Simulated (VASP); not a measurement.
Energy against volume of Pt (fcc). These are optB88-vdW, VASP's PBE PAW potentials (set 64) (plane waves; VASP) values and carry that method's errors. Numerical set-up: 520 eV cut-off, 16×16×16 Γ-centred mesh, first-order Methfessel-Paxton smearing of 0.10 eV, potentials Pt.

```
V (Å³/atom)  E (eV/atom)
-----------  -----------
14.798          -3.45356
15.271          -3.49229
15.743          -3.50431
16.215          -3.49435
```

### Question
Fit these four points and predict the energy of the run at 16.688 Å³/atom.

### Answer
A cubic in V^(−2/3), the third-order Birch-Murnaghan form, passes through the four points with V0 = 15.75 Å³/atom and B0 = 248 GPa, and gives -3.4662 eV/atom there. The run gave -3.4664 eV/atom, -0.2 meV/atom from the fit; all five points give B0 = 247 GPa.

The compound is Pt in the fcc structure. It was relaxed first.
